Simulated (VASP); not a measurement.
Calculation: r2SCAN meta-GGA, VASP's PBE PAW potentials (set 64) (plane waves; VASP).

The input files of a VASP run:

### POSCAR
```
Ba
1
    3.9445287607     0.0000000000    -0.0000000000
   -0.0000000000     3.9445287607    -0.0000000000
   -0.0000000000     0.0000000000     3.9445287607
Ba
1
Direct
  0.0000000000   0.0000000000   0.0000000000
```

KPOINTS:
```
kpoints
0
gamma
8 8 8
```

### INCAR
```
LWAVE = .FALSE.
ALGO = Normal   # blocked Davidson
IBRION = 2
SYSTEM = Ba
EDIFF = 1E-6
PREC = Accurate
NSW = 60   # most ionic steps
LREAL = .FALSE.   # projection in real space or not
LASPH = .TRUE.   # aspherical one-centre terms
LMIXTAU = .TRUE.
NELM = 100
LCHARG = .FALSE.
EDIFFG = -0.01
ISIF = 3
SIGMA = 0.1
LMAXMIX = 4   # l cut-off of mixed one-centre charges
ENCUT = 400   # plane-wave cut-off (eV)
ISMEAR = 1   # Methfessel-Paxton
METAGGA = R2SCAN
```

POTCAR, in this order: Ba_sv (PBE.64 set). Program: vasp_std.

**Question.** What will the output report for the number of irreducible k-points (NKPTS), number of bands (NBANDS), largest plane-wave count, number of space-group operations, FFT grid (NGX, NGY, NGZ)?

**Answer.** 
```json
{
 "number of irreducible k-points (NKPTS)": "35",
 "number of bands (NBANDS)": "9",
 "largest_plane_wave_count": "1141",
 "number_of_space_group_operations": "48",
 "FFT grid (NGX, NGY, NGZ)": "28 × 28 × 28"
}
```

The structure was generated: Ba was put into the simple-cubic type (Pm-3m), which need not be its known phase. This run relaxes it. Symmetry was kept, so distortions that lower it aren't found. The start is the result of an earlier pass.
